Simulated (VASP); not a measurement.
Given:

```yaml
crystal:
  lattice:
    - [2.54003, 0.00000, 0.00000]
    - [0.00000, 2.54003, 0.00000]
    - [0.00000, 0.00000, 2.54003]
  atoms:
    - { symbol: Ni, position: [0.00000, 0.00000, 0.00000] }
    - { symbol: O, position: [0.50000, 0.50000, 0.50000] }
```

Level of theory: PBEsol GGA, VASP's PBE PAW potentials (set 64) (plane waves; VASP 6.6.1). Settings: 520 eV cut-off, Gaussian smearing of 0.050 eV, potentials Ni O.

Question: What does the run give for the band gap (along the path) with the smallest direct gap where there is one?

Answer: 
| Property | Value |
|---|---|
| band gap (along the path) | none (metal, semimetal or under 0.01 eV) |

The structure was generated: NiO was put into the CsCl type type (Pm-3m), which need not be its known phase. It was relaxed first, which changed the volume by +9 %. The run is not spin-polarised, so no magnetic state was tried.
